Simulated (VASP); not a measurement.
Set up this calculation in VASP 6.6.1, as an ASE script.

| Item | Value |
| --- | --- |
| Task | single point |
| Functional | PBE |
| Potentials or basis | VASP PAW PBE potentials, release 64 (Pb_d, La) |
| Cutoff | 520 eV |
| k mesh | 9 × 9 × 9 |
| Occupations | gaussian, width 0.02 eV |
| Spin | no spin polarisation |
| Further INCAR settings | ALGO = Normal; EDIFF = 1.00e-06; NBANDS = 26 |

LaPb2:

```
CELL_PARAMETERS angstrom
-2.06634 2.06634 5.63845
2.06634 -2.06634 5.63845
2.06634 2.06634 -5.63845
ATOMIC_POSITIONS crystal
Pb 0.68639 0.68639 0.00000
Pb 0.31361 0.31361 0.00000
La 0.00000 0.00000 0.00000
```

The cell comes from a database or a generator and needn't be the stable form of this composition.

These files were run (other wordings do the same):

run.py

```python
from ase import Atoms
from ase.calculators.vasp import Vasp
from ase.dft.bandgap import bandgap

atoms = Atoms(
    ['Pb', 'Pb', 'La'],
    cell=[[-2.066343, 2.066343, 5.63845], [2.066343, -2.066343, 5.63845], [2.066343, 2.066343, -5.63845]],
    scaled_positions=[[0.6863945, 0.6863945, 0.0], [0.3136055, 0.3136055, 0.0], [0.0, 0.0, 0.0]],
    pbc=True,
)
calc = Vasp(
    directory='calc',
    xc='pbe',
    pp='PBE',
    setups='recommended',
    prec='Accurate',
    encut=520,
    ediff=1e-06,
    ismear=0,
    sigma=0.02,
    lreal=False,
    lasph=True,
    nelm=60,
    algo='Normal',
    isif=2,
    lwave=False,
    lcharg=False,
    kpts=[9, 9, 9],
    gamma=True,
    nbands=26,
)
atoms.calc = calc

print('energy (eV):', atoms.get_potential_energy())
print('free energy (eV):', atoms.get_potential_energy(force_consistent=True))
print('forces (eV/A):')
print(atoms.get_forces())
print('stress (eV/A^3, Voigt):', atoms.get_stress())
print('Fermi level (eV):', calc.get_fermi_level())
gap, top, bottom = bandgap(calc)
print('band gap (eV):', gap, 'from (spin, k, band)', top, 'to', bottom)
```

Potentials or basis: VASP PAW PBE potentials, release 64 (Pb_d, La).

Command:

```sh
$ python run.py
```

Results of the run:

```yaml
Pressure: 0.0 GPa
Largest_force: 0.067 eV/Å
Band_gap_on_the_k_mesh: none (metal or under the smearing width)
```

It took 2.8 min on 1 thread of Intel(R) Xeon(R) 6975P-C (Granite Rapids) (shared host), peak memory 0.46 GiB.
